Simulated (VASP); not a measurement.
The input files of a VASP run:

### INCAR
```
SYSTEM = HgTe
PREC = Accurate; ENCUT = 520; LREAL = F
LASPH = T
EDIFF = 1E-6; NELM = 100; ALGO = Normal
LMAXMIX = 6
ISMEAR = 0; SIGMA = 0.05
GGA = PE
LWAVE = T; LCHARG = F
```

### POSCAR
```
HgTe
3.3273270
  0.0000000000   0.9999999687   0.9999999687
  0.9999999687   0.0000000000   0.9999999687
  0.9999999687   0.9999999687   0.0000000000
Hg Te
1 1
Direct
  0.0000000000   0.0000000000   0.0000000000
  0.2500000000   0.2500000000   0.2500000000
```

File KPOINTS:
```
Automatic mesh
0
Gamma
6 6 6
0 0 0
```

POTCAR, in this order: Hg Te (PBE.64 set). Program: vasp_std.

Question: Write an equivalent input for Ansatz.

Answer: One equivalent input (not run):
Ansatz 0.2 input:
```yaml
crystal:
  lattice:
    - [0.0000000, 3.3273269, 3.3273269]
    - [3.3273269, 0.0000000, 3.3273269]
    - [3.3273269, 3.3273269, 0.0000000]
  atoms:
    - { symbol: Hg, position: [0.0000000, 0.0000000, 0.0000000] }
    - { symbol: Te, position: [0.2500000, 0.2500000, 0.2500000] }
kpoints:
  mp_grid: { grid: [6, 6, 6] }
hamiltonian:
  xc: pbe
  pseudopotentials: { kind: paw }
scf:
  occupations: { method: gaussian, width: 0.05 }
  max_iter: 100
output: { forces: true, stress: true, eigenvalues: true }
```
The two are equivalent in intent, not identical: each code has its own PAW files, so the cut-off isn't converted (ENCUT is set for VASP's; basis.ecutwfc is left out, and Ansatz then takes the one that its files recommend); Ansatz stops its SCF on the density residual and VASP on the energy change (EDIFF).

The compound is HgTe in the zinc blende structure. It was relaxed first, which changed the volume by +9 %.
